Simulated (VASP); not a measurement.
Data:

```
CELL_PARAMETERS angstrom
      4.22244     0.00000     0.00000
      0.00000     4.48256     0.00000
      0.00000     0.00000     2.79387
ATOMIC_POSITIONS crystal
  Co 0.73171 0.82627 0.50000
  Co 0.26829 0.17373 0.50000
  Co 0.23171 0.67373 0.00000
  Co 0.76829 0.32627 0.00000
  N  0.00000 0.50000 0.50000
  N  0.50000 0.00000 0.00000
```

These are PBEsol GGA with spin-orbit coupling, VASP's PBE PAW potentials (set 64) (plane waves; VASP) values and carry that method's errors. Numerical set-up: 520 eV cut-off, 7×6×10 Γ-centred mesh, Gaussian smearing of 0.050 eV, potentials Co N.

Q: Estimate the energy per atom (σ→0), band gap (over mesh and band path) with the smallest direct gap where there is one.

A: 
```json
{
 "band gap (over mesh and band path)": "none (metal, semimetal or under 0.01 eV)",
 "energy per atom (σ→0)": "-8106 meV/atom"
}
```

The structure comes from a computed database's Co2N entry (Pnnm); how it stands against other phases isn't given here. It was relaxed first.
